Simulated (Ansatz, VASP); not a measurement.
# CO2: VASP beside Ansatz, part 2 of 2

Wanted: the spread between two codes on one cell, functional and k mesh. The cell is taken from a series of runs on this material, whose earlier steps may have relaxed, scaled, displaced or heated it; both programs get it as it stands.

VASP 6.6.1 and Ansatz 0.2.0.

So far: The starting structure; VASP: G0W0 gap, PBE0.

## (3) Ansatz: G0W0 gap, PBE0

Level of this step: Ansatz beside VASP: Kohn-Sham DFT, plane waves, PBE0 (Ansatz).

Ansatz runs on its PAW soft_1 files.

The same cell, functional and mesh now go to Ansatz, which takes its cutoff from its data sets.

File input.yaml:

```yaml
crystal:
  lattice:
    - [5.49707328, 0.0, 0.0]
    - [0.0, 5.49707328, 0.0]
    - [0.0, 0.0, 5.49707328]
  atoms:
    - { symbol: C, position: [0.0, 0.0, 0.0] }
    - { symbol: C, position: [0.5, 0.0, 0.5] }
    - { symbol: C, position: [0.5, 0.5, 0.0] }
    - { symbol: C, position: [0.0, 0.5, 0.5] }
    - { symbol: O, position: [0.12253698, 0.12253698, 0.12253698] }
    - { symbol: O, position: [0.37746302, 0.87746302, 0.62253698] }
    - { symbol: O, position: [0.62253698, 0.37746302, 0.87746302] }
    - { symbol: O, position: [0.87746302, 0.62253698, 0.37746302] }
    - { symbol: O, position: [0.87746302, 0.87746302, 0.87746302] }
    - { symbol: O, position: [0.62253698, 0.12253698, 0.37746302] }
    - { symbol: O, position: [0.37746302, 0.62253698, 0.12253698] }
    - { symbol: O, position: [0.12253698, 0.37746302, 0.62253698] }
kpoints:
  mp_grid: { grid: [2, 2, 2] }
hamiltonian:
  xc: pbe0
  pseudopotentials: { kind: paw, azcp: { folder: soft_1 } }
scf:
  occupations: { method: fixed }
gw:
  n_empty_bands: 377
  ecut_chi: 100
  qp_bands: [v4, c4]
  qp_kpoints: band_edges
  screening: { model: contour_deformation }
```

The run is started by

```console
$ ansatz run input.yaml --threads 4 --pin off --max-ram 138240MiB --backend cuda --events-out ev --progress --plain --runs-dir out --devices 1 --max-vram 26GiB
```

Numbers of over 12 decimals in the logs are rounded to 6 here.

The program printed:

```text
GPUs: using 1 of 1 available (devices: 1).
Engine: ansatz 0.2.0, x86_64-unknown-linux-gnu
Pseudopotentials: kind: paw
Pseudopotential: C, paw, valence charge 4, recommended cutoff 420 eV (normal), soft_1/C.paw.azcp
Pseudopotential: O, paw, valence charge 6, recommended cutoff 420 eV (normal), soft_1/O.paw.azcp
Functional definition: PBE0
  parameter a = 0.25
  parameter kappa = 0.804
  parameter beta = 0.066725
  exchange = (1 - a)*pbe_x(kappa = kappa, mu = beta*pi^2/3) + a*exact_x
  correlation = pbe_c(beta = beta)
davidson cushion auto → on  (no smearing: the cushion is to keep the highest requested band from converging to the state above it; pin scf.eigensolver.cushion to override)
device memory: the entry about to start is reckoned to put 3.1 GiB on a device that reports 35.7 GiB free (of which the cap on the GPU budget leaves the run 26.0 GiB)
GPU FFT provider: cuFFT
GPU libraries: cuBLAS 13.8.2, cuFFT 12.4.0, cuSOLVER 12.3.4
Crystal: 12 atoms, lattice volume = 166.110 Å³
Basis set: ecut = 420 eV, 3239 PW (Γ)
Bands: 44, of which v1, the nominal top of the filled ones, is band 32 counted from 1 (31 counted from 0)
Symmetry: 24 space group operations
Space group: Pa-3 (ITA 205), of the structure as read, at distance tolerance 5.5e-5 Å
k-points: 4 of 8
Non-local potential: C, projectors of the file, l = 0: 2, l = 1: 2, l = 2: 1
Non-local potential: O, projectors of the file, l = 0: 2, l = 1: 2, l = 2: 1
PAW form: soft (Blöchl's): semilocal exchange-correlation on the pseudo side does not see the compensation charge
PAW frozen core: C, regenerated for the run's functional, and the local potential with it (the file was generated under x = pbe(κ = 0.804, μ = 0.219515), c = pbe(β = 0.066725))
PAW frozen core: O, regenerated for the run's functional, and the local potential with it (the file was generated under x = pbe(κ = 0.804, μ = 0.219515), c = pbe(β = 0.066725))
PAW one-centre angular grid: C, 110 points (default); XC on 64 Gauss nodes
PAW one-centre angular grid: O, 110 points (default); XC on 64 Gauss nodes
Initial density: superposition of atomic densities (chi_scale 0.1, normalization cell, long waves kept (reshape's long-wave potential 0.02 eV rms))
Initial wavefunctions: pseudopotential atomic-orbital guess
GPU buffer pool allocated for 64000 grid points (all kernels)
GPU transforms: local potential and band sums: pruned to the plane-wave sphere, on 40×40×40
Functional: x = pbe(κ = 0.804, μ = 0.219515), c = pbe(β = 0.066725), warm-up for x = 0.75 pbe(κ = 0.804, μ = 0.219515) + 0.25 exact, c = pbe(β = 0.066725)
SCF iter   1: F=—  HF=-5542.947855 eV  |F-HF|=—  |Δ(HF+E_count)|=         —  Δρ=9.98e-2  dr2=1.20e1  ethr=1.00e-1  ⟨swp⟩=4.0  Hψ=596  notcnv=0
preconditioner: auto → none  [insulator: Δε(μ)=7.890 eV  Ē_g=16.629 eV  n_scr=32 (ndim 8)  ℏωp=23.0 eV  f_vac=0.064]
SCF iter   2: F=—  HF=-5539.969135 eV  |F-HF|=—  |Δ(HF+E_count)|=    2.98e0  Δρ=4.99e-2  dr2=2.04e0  ethr=1.87e-2  ⟨swp⟩=3.2  Hψ=492  notcnv=0
SCF iter   3: F=—  HF=-5539.564470 eV  |F-HF|=—  |Δ(HF+E_count)|=   4.05e-1  Δρ=1.99e-2  dr2=3.90e-1  ethr=3.19e-3  ⟨swp⟩=3.0  Hψ=430  notcnv=0
SCF iter   4: F=—  HF=-5539.537849 eV  |F-HF|=—  |Δ(HF+E_count)|=   2.66e-2  Δρ=8.84e-3  dr2=7.24e-2  ethr=6.10e-4  ⟨swp⟩=2.0  Hψ=388  notcnv=0
iter 5 solved again at ethr=6.36e-6 eV; its pass at ethr=1.13e-4 eV (dr2=4.07e-3 eV) is discarded
SCF iter   5: F=-5539.530728 eV  HF=-5539.532698 eV  |F-HF|=1.97e-3  |Δ(HF+E_count)|=   5.15e-3  Δρ=1.81e-3  dr2=3.96e-3  ethr=6.36e-6  ⟨swp⟩=3.5  Hψ=819  notcnv=0
SCF 1 stopped early in 5 iterations: F = -5539.530728 eV  dr2 = 3.96e-3
  greatest PAW one-centre occupation: 0.883 electrons in one spin orbital (limit 2), on the O atom at site 11 (counted from 0), in its partial waves of l = 0
device memory: the entry about to start is reckoned to put 3.7 GiB on a device that reports 35.7 GiB free (of which the cap on the GPU budget leaves the run 26.0 GiB)
GPU FFT provider: cuFFT
GPU libraries: cuBLAS 13.8.2, cuFFT 12.4.0, cuSOLVER 12.3.4
Initial density: handed on by an earlier stage of this run
Initial wavefunctions: those handed on with the density
GPU buffer pool allocated for 64000 grid points (all kernels)
GPU transforms: local potential and band sums: pruned to the plane-wave sphere, on 40×40×40
Functional: x = 0.75 pbe(κ = 0.804, μ = 0.219515) + 0.25 exact, c = pbe(β = 0.066725)
[...]
SCF 2 stopped early in 5 iterations: F = -5537.899586 eV  dr2 = 3.08e-5
  greatest PAW one-centre occupation: 0.885 electrons in one spin orbital (limit 2), on the O atom at site 11 (counted from 0), in its partial waves of l = 0
hybrid outer 1: dexx = +3.717e-2 eV, tail = 1.45e-4 eV
GPU FFT provider: cuFFT
GPU libraries: cuBLAS 13.8.2, cuFFT 12.4.0, cuSOLVER 12.3.4
GPU buffer pool allocated for 64000 grid points (all kernels)
GPU transforms: local potential and band sums: pruned to the plane-wave sphere, on 40×40×40
[...]
SCF 3 converged in 5 iterations: F = -5537.900090 eV  dr2 = 7.19e-8
  greatest PAW one-centre occupation: 0.885 electrons in one spin orbital (limit 2), on the O atom at site 7 (counted from 0), in its partial waves of l = 0
hybrid outer 2: dexx = +1.579e-6 eV, tail = 1.95e-7 eV, Δε = 1.32e-3 eV (about 7.13e-5 eV left of the loop's levels)
device memory: the entry about to start is reckoned to put 2.5 GiB on a device that reports 35.7 GiB free (of which the cap on the GPU budget leaves the run 26.0 GiB)
NSCF: frozen V_eff on 4 k-points
Exchange-term sweep: 0 of 4 (spin, k) points
Exchange-term sweep: 1 of 4 (spin, k) points
Exchange-term sweep: 2 of 4 (spin, k) points
Exchange-term sweep: 3 of 4 (spin, k) points
Exchange-term sweep: 4 of 4 (spin, k) points
G₀W₀ screening: q 1/4
[... further progress lines ...]
hybrid SCF converged: 2 outer / 10 inner (+5 warm-up), last move |dexx| = 1.58e-6 eV, tail = 1.95e-7 eV
Stability not checked: this state was not tested for a lower state beside it, because the functional holds exact exchange (a hybrid, or Hartree-Fock), whose exchange loop this test does not read (fock_operator; see scf.lower_state_search)
Free energy (F): -5537.900090 eV
Frozen-core exchange: fock
Harris-Foulkes:  -5537.900091 eV  (|F-HF|=6.12e-8)
Internal energy: -5537.900090 eV  (E = F + TS)
E sigma→0 (E₀):  -5537.900090 eV
Fermi energy:    -3.299322 eV
--- Per-component energies (eV) ---
  E_band       = -716.503133
  E_kinetic    = 1685.410198
  E_local      = -4588.526495  (includes V_loc(G=0)·N_el)
  E_nonlocal   = 508.939625
  E_hartree    = 1572.852745
  E_xc         = -575.301674
  E_vxc        = -725.753395  (∫ρ·V_xc dr)
  E_exx        = -214.651974  (= α·E_x^exact, valence–valence)
  E_paw        = -1656.681438  (= ΣΔE_a)
  E_vpaw       = -312.993100  (= ΣTr[D̂ρ^β])
  E_aug_tail   = 0.006107  (compensation charges beyond the density's cutoff)
  E_ewald      = -2269.675893
  E_core_change = -0.271292  (= ΣΔE_core)
  E_smearing   = -0.000000  (= −TS)
  E_closure    = 0.000000  (closes the sum)
  Σ components = -5537.900090   (vs F -5537.900090, Δ=0.00e0)
--- Band table (eV) ---
  k-point 0: bands = [... 28 lower, -3.5424, -3.5424, -3.2993, -3.2993, 6.1095, 7.4665, 7.4665, 7.4665, ... 4 higher]
  k-point 1: bands = [... 28 lower, -3.6685, -3.6685, -3.3888, -3.3888, 7.3843, 7.3843, 7.6342, 7.6342, ... 4 higher]
  k-point 2: bands = [... 28 lower, -3.6355, -3.6355, -3.6355, -3.6355, 7.3748, 7.3748, 7.3748, 7.3748, ... 4 higher]
  k-point 3: bands = [... 28 lower, -3.6863, -3.6863, -3.6863, -3.6863, 7.3833, 7.3833, 7.3833, 7.3833, ... 4 higher]
  guard bands above this table: 4 of the run's 44 bands. The solve was not asked for them (output.publish_guard_bands: true or output.eigenvalues: true publishes all)
--- G₀W₀: contour deformation, 5 samples at zero and on the imaginary axis and 0 off it, 8 q-points, 377 empty bands' worth ---
  eigenvalues of the whole cell's RPA ε∞ on this k-mesh (on a slab, of 1 + 4πα/V) = 1.7872, 1.7872, 1.7872; static W/v taken at q = 0 is 0.559540
  bands read: the sum over 409 bands ends inside a degenerate multiplet in 4 slots, whose members it reads at an even weight; the widest, k=2: bands 409 to 412 (counted from 1) at 1/4 each
  gw.qp_kpoints: band_edges: 4 of 4 stored k-points solved, in 1 pass; an edge of the gap read off the rows below is read off those points alone
    ik  band        ε_KS         Σx   Σc(E_QP)       V_xc       Z   E_QP_lin       E_QP  E_QP is
     0    29     -3.5424   -25.8957     2.8789   -22.0310  0.8528    -4.5327    -4.5283  root
     0    30     -3.5424   -25.8957     2.8789   -22.0310  0.8528    -4.5327    -4.5283  root
     0    31     -3.2993   -26.2274     2.8688   -22.4172  0.8527    -4.2446    -4.2407  root
     0    32     -3.2993   -26.2274     2.8688   -22.4172  0.8527    -4.2446    -4.2407  root
     0    33      6.1095    -6.0422    -2.9150    -9.8668  0.9036     7.0217     7.0191  root
     0    34      7.4665   -10.4767    -2.7853   -15.5159  0.8749     9.7386     9.7203  root
     0    35      7.4665   -10.4767    -2.7853   -15.5159  0.8749     9.7386     9.7203  root
     0    36      7.4665   -10.4767    -2.7853   -15.5159  0.8749     9.7386     9.7203  root
     1    29     -3.6685   -25.7602     2.8912   -21.8633  0.8528    -4.6790    -4.6743  root
     1    30     -3.6685   -25.7602     2.8912   -21.8633  0.8528    -4.6790    -4.6743  root
     1    31     -3.3888   -26.1317     2.8761   -22.3009  0.8526    -4.3475    -4.3434  root
     1    32     -3.3888   -26.1317     2.8761   -22.3009  0.8526    -4.3475    -4.3434  root
     1    33      7.3843    -9.7610    -2.8438   -14.7279  0.8784     9.5234     9.5074  root
     1    34      7.3843    -9.7610    -2.8438   -14.7279  0.8784     9.5234     9.5074  root
     1    35      7.6342    -8.3908    -2.9925   -13.1662  0.8849     9.4286     9.4171  root
     1    36      7.6342    -8.3908    -2.9925   -13.1662  0.8849     9.4286     9.4171  root
     2    29     -3.6355   -25.8042     2.8917   -21.9140  0.8527    -4.6386    -4.6340  root
     2    30     -3.6355   -25.8042     2.8917   -21.9140  0.8527    -4.6386    -4.6340  root
     2    31     -3.6355   -25.8042     2.8917   -21.9140  0.8527    -4.6386    -4.6340  root
     2    32     -3.6355   -25.8042     2.8917   -21.9140  0.8527    -4.6386    -4.6340  root
     2    33      7.3748    -9.5893    -2.8440   -14.5033  0.8795     9.4599     9.4447  root
     2    34      7.3748    -9.5893    -2.8440   -14.5033  0.8795     9.4599     9.4447  root
     2    35      7.3748    -9.5893    -2.8440   -14.5033  0.8795     9.4599     9.4447  root
     2    36      7.3748    -9.5893    -2.8440   -14.5033  0.8795     9.4599     9.4447  root
     3    29     -3.6863   -25.6480     2.8793   -21.7540  0.8532    -4.7057    -4.7010  root
     3    30     -3.6863   -25.6480     2.8793   -21.7540  0.8532    -4.7057    -4.7010  root
     3    31     -3.6863   -25.6480     2.8793   -21.7540  0.8532    -4.7057    -4.7010  root
     3    32     -3.6863   -25.6480     2.8793   -21.7540  0.8532    -4.7057    -4.7010  root
     3    33      7.3833   -10.3637    -2.7752   -15.3736  0.8755     9.6357     9.6180  root
     3    34      7.3833   -10.3637    -2.7752   -15.3736  0.8755     9.6357     9.6180  root
     3    35      7.3833   -10.3637    -2.7752   -15.3736  0.8755     9.6357     9.6180  root
     3    36      7.3833   -10.3637    -2.7752   -15.3736  0.8755     9.6357     9.6180  root
```

In the SCF lines HF is the Harris–Foulkes energy and dr2 the Hartree energy of the density residual, in eV; the loop may stop once dr2 is under the threshold and the program's other checks hold. Hψ counts applications of the Hamiltonian.

## (4) Side by side

Known differences besides the potentials themselves: exact exchange at q = 0 is treated differently, which shows on coarse meshes; VASP keeps PBE cores, Ansatz makes them for the functional; fixed occupations in Ansatz, narrow Gaussian smearing in VASP; the cutoff is 420 eV in Ansatz and 440 eV in VASP; Ansatz integrates over frequency by contour deformation, VASP on a grid of NOMEGA points; Ansatz's G0W0 levels solve the quasiparticle equation, VASP's are linearised. Total energies have different zeros and are not compared.

Compared:

```tsv
quantity	Ansatz	VASP	difference
G0W0 gap on the mesh (eV)	11.26	11.24	+0.02
Kohn-Sham gap under it (eV)	9.41	9.42	-0.01
```

## (5) Summary of results

```yaml
difference_in_g0w0_gap_on_the_mesh_g0w0_gap_pbe0: 0.016 eV
```

What this shows: The difference in G0W0 gap on the mesh is 0.016 eV (G0W0 gap, PBE0). How closely two codes agree says nothing of how well the functional describes the real material.

[Lines on the potential files, build, host, timing and source positions are cut from VASP's logs without a mark.]

[Logs are printed without paths, hosts, clocks, repeated set-up lines and the standing remarks that a program may print on its own settings, such as how far it seeks lower states.]

[Hosts, paths, dates, database ids (printed as entryN), source tags and the programs' standing remarks are cut or masked in the printed files.]
